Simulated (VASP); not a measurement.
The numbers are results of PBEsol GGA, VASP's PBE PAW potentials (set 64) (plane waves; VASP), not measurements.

The input files of a VASP run:

File KPOINTS:
```
Automatic mesh
0
Gamma
11 11 6
0 0 0
```

**INCAR**
```
NELM=100   ! most electronic steps
LASPH=.True.   ! aspherical one-centre terms
ISIF=3   ! ions, shape and volume
ALGO=Normal
PREC=Accurate
SYSTEM=Dy
GGA=PS   ! PBEsol
ENCUT=520
LCHARG=.False.
EDIFF=1E-6   ! SCF stop (eV)
NSW=60
LREAL=.False.   ! projection in real space or not
IBRION=2   ! conjugate gradients
LWAVE=.False.
EDIFFG=-0.01
SIGMA=0.1   ! width (eV)
ISMEAR=1   ! Methfessel-Paxton
LMAXMIX=6
```

POSCAR:
```
Dy
1.0
  1.7950000000  -3.1090310000   0.0000000000
  1.7950000000   3.1090310000   0.0000000000
  0.0000000000   0.0000000000   5.6500000000
Dy
2
Cart
  1.7950000000   1.0363457394   1.4125000000
  1.7950000000  -1.0363457394   4.2375000000
```

POTCAR, in this order: Dy_3 (PBE.64 set). Program: vasp_std.

Output of the run:

### OUTCAR
```
 ion  position               nearest neighbor table
   1  0.333  0.667  0.250-   2 3.50   2 3.50   2 3.50   2 3.50   2 3.50   2 3.50
   2  0.667  0.333  0.750-   1 3.50   1 3.50   1 3.50   1 3.50   1 3.50   1 3.50
  LATTYP: Found a hexagonal cell.
 ALAT       =     3.5899998272
 C/A-ratio  =     1.5738162318
 Subroutine PRICEL returns:
 Original cell was already a primitive cell.
 Subroutine GETGRP returns: Found 24 space group operations
The static configuration has the point symmetry D_3d.
 The point group associated with its full space group is D_6h.
The dynamic configuration has the point symmetry D_3d.
 Subroutine INISYM returns: Found 24 space group operations
 Subroutine IBZKPT returns following result:
 Found     64 irreducible k-points:

 Following reciprocal coordinates:
            Coordinates               Weight
  0.000000  0.000000  0.000000      1.000000
  0.090909  0.000000  0.000000      6.000000
  0.181818 -0.000000  0.000000      6.000000
  0.272727  0.000000  0.000000      6.000000
  0.363636 -0.000000  0.000000      6.000000
  0.454545 -0.000000  0.000000      6.000000
  0.090909  0.090909  0.000000      6.000000
...
```

OSZICAR:
```
       N       E                     dE             d eps       ncg     rms          rms(c)
DAV:   1     0.506479959298E+02    0.50648E+02   -0.87987E+03  1664   0.124E+03
DAV:   2    -0.650675785481E+01   -0.57155E+02   -0.56012E+02  1689   0.315E+02
DAV:   3    -0.979425151918E+01   -0.32875E+01   -0.30473E+01  2327   0.408E+01
DAV:   4    -0.991724733881E+01   -0.12300E+00   -0.12166E+00  2206   0.872E+00
DAV:   5    -0.992075214711E+01   -0.35048E-02   -0.35020E-02  2367   0.105E+00    0.240E+01
DAV:   6    -0.991064327321E+01    0.10109E-01   -0.27858E-02  2529   0.150E+00    0.143E+01
DAV:   7    -0.991456285044E+01   -0.39196E-02   -0.48127E-02  2499   0.200E+00    0.241E-01
DAV:   8    -0.991411391953E+01    0.44893E-03   -0.27937E-03  2114   0.437E-01    0.574E-02
DAV:   9    -0.991411696170E+01   -0.30422E-05   -0.23410E-04  2135   0.142E-01    0.302E-02
DAV:  10    -0.991411199854E+01    0.49632E-05   -0.30066E-05  2121   0.448E-02    0.316E-02
DAV:  11    -0.991411207430E+01   -0.75765E-07   -0.24855E-06  1684   0.140E-02
   1 F= -.99141121E+01 E0= -.99145095E+01  d E =-.991411E+01
       N       E                     dE             d eps       ncg     rms          rms(c)
DAV:   1    -0.101318028914E+02   -0.21769E+00   -0.39969E+00  1664   0.165E+01    0.249E+00
DAV:   2    -0.999807344221E+01    0.13373E+00   -0.32428E-01  1899   0.606E+00    0.120E+00
DAV:   3    -0.993404350877E+01    0.64030E-01   -0.14673E-01  2448   0.336E+00    0.400E-01
DAV:   4    -0.993372296499E+01    0.32054E-03   -0.86813E-03  2088   0.812E-01    0.312E-01
DAV:   5    -0.993366912198E+01    0.53843E-04   -0.10658E-03  1729   0.247E-01    0.303E-02
DAV:   6    -0.993365255189E+01    0.16570E-04   -0.77470E-05  2584   0.913E-02    0.187E-02
DAV:   7    -0.993364720127E+01    0.53506E-05   -0.50031E-06  1974   0.215E-02    0.697E-03
DAV:   8    -0.993364708896E+01    0.11231E-06   -0.70223E-07   972   0.848E-03
   2 F= -.99336471E+01 E0= -.99336190E+01  d E =-.195350E-01
       N       E                     dE             d eps       ncg     rms          rms(c)
DAV:   1    -0.993770913367E+01   -0.40619E-02   -0.72017E-02  1664   0.224E+00    0.340E-01
DAV:   2    -0.993533408671E+01    0.23750E-02   -0.58534E-03  1879   0.817E-01    0.161E-01
DAV:   3    -0.993418666668E+01    0.11474E-02   -0.24471E-03  2456   0.429E-01    0.498E-02
DAV:   4    -0.993416763398E+01    0.19033E-04   -0.17887E-04  2076   0.119E-01    0.380E-02
DAV:   5    -0.993416311687E+01    0.45171E-05   -0.19182E-05  1744   0.345E-02    0.417E-03
DAV:   6    -0.993416280711E+01    0.30975E-06   -0.11191E-06  1010   0.118E-02
   3 F= -.99341628E+01 E0= -.99341675E+01  d E =-.200507E-01
       N       E                     dE             d eps       ncg     rms          rms(c)
DAV:   1    -0.993421786401E+01   -0.54747E-04   -0.11936E-03  1664   0.288E-01    0.449E-02
DAV:   2    -0.993417747025E+01    0.40394E-04   -0.98401E-05  1894   0.106E-01    0.212E-02
DAV:   3    -0.993415806305E+01    0.19407E-04   -0.42151E-05  2461   0.563E-02    0.644E-03
DAV:   4    -0.993415753547E+01    0.52759E-06   -0.28968E-06  1396   0.154E-02
   4 F= -.99341575E+01 E0= -.99341671E+01  d E =-.200455E-01
       N       E                     dE             d eps       ncg     rms          rms(c)
DAV:   1    -0.993449248874E+01   -0.33443E-03   -0.10807E-02  1664   0.795E-01    0.670E-02
DAV:   2    -0.993434504154E+01    0.14745E-03   -0.25212E-04  2154   0.173E-01    0.475E-02
DAV:   3    -0.993427551871E+01    0.69523E-04   -0.82021E-05  2254   0.773E-02    0.244E-02
DAV:   4    -0.993427443873E+01    0.10800E-05   -0.15219E-05  2327   0.310E-02    0.119E-02
DAV:   5    -0.993427418395E+01    0.25478E-06   -0.41366E-07   862   0.599E-03
   5 F= -.99342742E+01 E0= -.99343013E+01  d E =-.116648E-03
       N       E                     dE             d eps       ncg     rms          rms(c)
DAV:   1    -0.993579900550E+01   -0.15246E-02   -0.70906E-02  1664   0.204E+00    0.171E-01
DAV:   2    -0.993483899207E+01    0.96001E-03   -0.16387E-03  2149   0.441E-01    0.123E-01
DAV:   3    -0.993438525652E+01    0.45374E-03   -0.54097E-04  2244   0.199E-01    0.610E-02
DAV:   4    -0.993437990537E+01    0.53511E-05   -0.10077E-04  2440   0.796E-02    0.297E-02
DAV:   5    -0.993437935572E+01    0.54966E-06   -0.31585E-06  1415   0.149E-02
   6 F= -.99343794E+01 E0= -.99345059E+01  d E =-.221820E-03
```

**OUTCAR**
```
------------------------ aborting loop because EDIFF is reached ----------------------------------------
  FORCE on cell =-STRESS in cart. coord.  units (eV):
  Direction    XX          YY          ZZ          XY          YZ          ZX
  --------------------------------------------------------------------------------------
  Total       -0.0090368     -0.0090368     -0.0089134      0.0000000      0.0000000     -0.0000000
  in kB       -0.2404130     -0.2404130     -0.2371279      0.0000000      0.0000000     -0.0000000
  external PRESSURE =      -0.2393180 kB  Pullay stress =       0.0000000 kB
  volume of cell :       60.22
      direct lattice vectors                 reciprocal lattice vectors
     1.776824177 -3.077549558 -0.000000000     0.281400944 -0.162466921  0.000000000
     1.776824177  3.077549558 -0.000000000     0.281400944  0.162466921  0.000000000
    -0.000000000 -0.000000000  5.506677319     0.000000000 -0.000000000  0.181597712
 POSITION                                       TOTAL-FORCE (eV/Angst)
 -----------------------------------------------------------------------------------
      1.77682      1.02585      1.37667         0.000000      0.000000      0.000000
      1.77682     -1.02585      4.13001        -0.000000     -0.000000      0.000000
 -----------------------------------------------------------------------------------
    total drift:                                0.000000      0.000097     -0.000011
  FREE ENERGIE OF THE ION-ELECTRON SYSTEM (eV)
  ---------------------------------------------------
  free  energy   TOTEN  =        -9.9343793557 eV

  energy  without entropy=       -9.9347589780  energy(sigma->0) =       -9.93450590

 reached required accuracy - stopping structural energy minimisation
```
(Selected blocks of OUTCAR.)

### CONTCAR
```
Dy
   1.00000000000000
     1.7768241772618407   -3.0775495576518290   -0.0000000000000000
     1.7768241772618407    3.0775495576518290   -0.0000000000000000
    -0.0000000000000000   -0.0000000000000000    5.5066773187959805
  Dy
     2
Direct
     0.3333330000000032    0.6666669999999968    0.2500000000000000
     0.6666669999999968    0.3333330000000032    0.7500000000000000
```

The 4f electrons are frozen in the core of the lanthanide potential, so 4f levels, which can set the real gap, and their magnetism are missing. Energy and stress use the plane-wave basis of the starting cell.

The compound is Dy in the hcp structure. This run relaxes it. Symmetry was kept, so distortions that lower it aren't found.
